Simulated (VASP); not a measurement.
An input for Ansatz (written as the equivalent of a VASP run, and not itself run):

Ansatz 0.2 input:
```yaml
crystal:
  lattice:
    - [4.7533281, 0.0000000, 0.0000000]
    - [-2.3766641, 4.1165017, 0.0000000]
    - [0.0000000, 0.0000000, 5.7415371]
  atoms:
    - { symbol: Pb, position: [0.3333330, 0.6666670, 0.9375495] }
    - { symbol: Pb, position: [0.6666670, 0.3333330, 0.4375495] }
    - { symbol: Te, position: [0.3333330, 0.6666670, 0.4374505] }
    - { symbol: Te, position: [0.6666670, 0.3333330, 0.9374505] }
kpoints:
  mp_grid: { grid: [8, 8, 6] }
hamiltonian:
  xc: pbesol
  pseudopotentials: { kind: paw }
scf:
  occupations: { method: methfessel_paxton, width: 0.1 }
  max_iter: 100
relax:
  max_steps: 40
  f_tol: 0.02
  cell: { p_target: 30 }
output: { forces: true, stress: true, eigenvalues: true }
```

Question: Write the VASP files for the same calculation (PBEsol).

Answer: This is not unique; one that fits is 
### KPOINTS
```
Automatic mesh
0
Gamma
8 8 6
0 0 0
```

File POSCAR:
```
PbTe
1.0
  4.7533281181   0.0000000000   0.0000000000
 -2.3766640589   4.1165016895   0.0000000000
  0.0000000000   0.0000000000   5.7415371446
Pb Te
2 2
Cart
 -0.0000023766   2.7443358318   5.3829754824
  2.3766664358   1.3721658577   2.5122069101
 -0.0000023766   2.7443358318   2.5116380914
  2.3766664358   1.3721658577   5.3824066637
```

**INCAR**
```
SYSTEM = PbTe
PREC = Accurate; ENCUT = 500; LREAL = .FALSE.
LASPH = .TRUE.
EDIFF = 1E-6; NELM = 100; ALGO = Normal
LMAXMIX = 4
ISMEAR = 1; SIGMA = 0.1
GGA = PS
IBRION = 2; NSW = 40; ISIF = 3
EDIFFG = -0.02; PSTRESS = 300
LWAVE = .FALSE.; LCHARG = .FALSE.
```

POTCAR, in this order: Pb_d Te (PBE.64 set). Program: vasp_std.

The two are equivalent in intent, not identical: each code has its own PAW files, so the cut-off isn't converted (ENCUT is set for VASP's; basis.ecutwfc is left out, and Ansatz then takes the one that its files recommend); Ansatz stops its SCF on the density residual and VASP on the energy change (EDIFF).

The structure was generated: PbTe was put into the wurtzite type (P6_3mc), which need not be its known phase. This run relaxes it under an external pressure of 30 GPa. It ends in space group P6_3/mmc. Symmetry was kept, so distortions that lower it aren't found.
